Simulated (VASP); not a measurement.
Given:

```yaml
crystal:
  lattice:
    - [1.78377, -3.08958, 0.00000]
    - [1.78377, 3.08958, 0.00000]
    - [0.00000, 0.00000, 5.50951]
  atoms:
    - { symbol: Er, position: [0.33333, 0.66667, 0.25000] }
    - { symbol: Er, position: [0.66667, 0.33333, 0.75000] }
```

These are r2SCAN+rVV10, VASP's PBE PAW potentials (set 64) (plane waves; VASP 6.6.1) values and carry that method's errors. Numerical set-up: 520 eV cut-off, 13×13×8 Γ-centred mesh, tetrahedra with Blöchl corrections, potentials Er_3.

The 4f electrons are frozen in the core of the lanthanide potential, so 4f levels, which can set the real gap, and their magnetism are missing.

### Question
Predict the energy per atom (σ→0), band gap (over mesh and band path) with the smallest direct gap where there is one.

### Answer

```yaml
band gap (over mesh and band path): none (metal, semimetal or under 0.01 eV)
energy per atom (σ→0): -33.663 eV/atom
```

The absolute energy has meaning only against runs of the same code, potentials and settings.

The compound is Er in the hcp structure. It was relaxed first.
